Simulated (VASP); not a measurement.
```
TiSe
1.0
    4.31588     0.00000     0.00000
   -2.15794     3.73767     0.00000
    0.00000     0.00000     7.06842
Ti Se
2 2
Direct
  0.66667   0.33333   0.00000
  0.33333   0.66667   0.50000
  0.66667   0.33333   0.62520
  0.33333   0.66667   0.12520
```

Calculation: PBE GGA, VASP's PBE PAW potentials (set 64) (plane waves; VASP). Run with 400 eV cut-off, KSPACING 0.5 per Å, Gaussian smearing of 0.050 eV, potentials Ti_sv Se.

Gaps are read on the run's mesh, which can miss a band edge.

Predict the energy per atom (σ→0), pressure, largest force, band gap (on the k-mesh) with the smallest direct gap where there is one.

- band gap (on the k-mesh): none (metal, semimetal or under 0.01 eV)
- energy per atom (σ→0): -585.8 kJ/mol of atoms
- pressure: -8.49 GPa
- largest force: 0.306 eV/Å

The structure was generated: TiSe was put into the wurtzite type (P6_3mc), which need not be its known phase. The cell was not relaxed at this level. The run is one of a series of settings (KGAMMA = .FALSE., KSPACING = 0.5, KPOINTS file removed against the base run), some of them coarse on purpose.
